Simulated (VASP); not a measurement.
An input for Ansatz (written as the equivalent of a VASP run, and not itself run):

Ansatz 0.2 input:
```yaml
crystal:
  lattice:
    - [1.9615865, -3.3975675, 0.0000000]
    - [1.9615865, 3.3975675, 0.0000000]
    - [0.0000000, 0.0000000, 5.1444005]
  atoms:
    - { symbol: Se, position: [0.0000000, 0.2587035, 0.6666670] }
    - { symbol: Se, position: [0.7412965, 0.7412965, 0.0000000] }
    - { symbol: Se, position: [0.2587035, 0.0000000, 0.3333330] }
kpoints:
  mp_grid: { grid: [7, 7, 5] }
hamiltonian:
  xc: pbe
  pseudopotentials: { kind: paw }
scf:
  occupations: { method: gaussian, width: 0.05 }
  max_iter: 100
relax:
  max_steps: 40
  f_tol: 0.02
  cell: { p_target: 10 }
output: { forces: true, stress: true, eigenvalues: true }
```

**Question.** Write the VASP files for the same calculation (PBE).

**Answer.** This is not unique; one that fits is 
### KPOINTS
```
Automatic
0
Gamma
7 7 5
```

**POSCAR**
```
Se
1.0
  1.9615864998  -3.3975674581   0.0000000000
  1.9615864998   3.3975674581   0.0000000000
  0.0000000000   0.0000000000   5.1444004917
Se
3
Cartesian
  0.5074692646   0.8789625436   3.4296020426
  2.9082344704   0.0000000000   0.0000000000
  0.5074692646  -0.8789625436   1.7147984491
```

### INCAR
```
LASPH = .TRUE.   # aspherical one-centre terms
ALGO = Normal   # blocked Davidson
ISMEAR = 0
LCHARG = .FALSE.
GGA = PE   # PBE
ENCUT = 500   # plane-wave cut-off (eV)
LMAXMIX = 4
SIGMA = 0.05   # width (eV)
NELM = 100   # most electronic steps
ISIF = 3
SYSTEM = Se
IBRION = 2   # conjugate gradients
LREAL = .FALSE.
PSTRESS = 100   # kbar
EDIFF = 1E-6
PREC = Accurate
LWAVE = .FALSE.
NSW = 40
EDIFFG = -0.02   # ionic stop
```

POTCAR, in this order: Se (PBE.64 set). Program: vasp_std.

Limits of the translation: each code has its own PAW files, so the cut-off isn't converted (ENCUT is set for VASP's; basis.ecutwfc is left out, and Ansatz then takes the one that its files recommend); Ansatz stops its SCF on the density residual and VASP on the energy change (EDIFF).

The compound is Se in the trig structure. This run relaxes it under an external pressure of 10 GPa. Symmetry was kept, so distortions that lower it aren't found.
